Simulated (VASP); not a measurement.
Calculation: PBEsol GGA, VASP's PBE PAW potentials (set 64) (plane waves; VASP).

A VASP calculation is set up with these files.

### KPOINTS
```
K-points
0
Gamma
  11 11 11
0 0 0
```

### POSCAR
```
CoGa
1
    2.8700990000     0.0000000000     0.0000000000
    0.0000000000     2.8700990000     0.0000000000
    0.0000000000     0.0000000000     2.8700990000
Ga Co
1 1
Direct
  0.5000000000   0.5000000000   0.5000000000
  0.0000000000   0.0000000000   0.0000000000
```

**INCAR**
```
ALGO = Normal
EDIFF = 1E-6
ENCUT = 300
GGA = PS
ISIF = 2
ISMEAR = 0
LASPH = .TRUE.
LCHARG = .FALSE.
LMAXMIX = 4
LREAL = .FALSE.
LWAVE = .FALSE.
NELM = 100
PREC = Accurate
SIGMA = 0.2
SYSTEM = CoGa
```

POTCAR, in this order: Ga_d Co (PBE.64 set). Program: vasp_std.

Question: What will the output report for the number of irreducible k-points (NKPTS), largest plane-wave count, number of space-group operations, FFT grid (NGX, NGY, NGZ)?

Answer: 
The number of irreducible k-points (NKPTS) comes out as 56 and the largest plane-wave count is 290. The number of space-group operations comes out as 48 and the FFT grid (NGX, NGY, NGZ) comes out as 16 × 16 × 16.

The structure is a typed CoGa crystal (Pm-3m). The cell was not relaxed at this level, and its volume differs by -5.9 % from the start's. The run is not spin-polarised, so no magnetic state was tried.
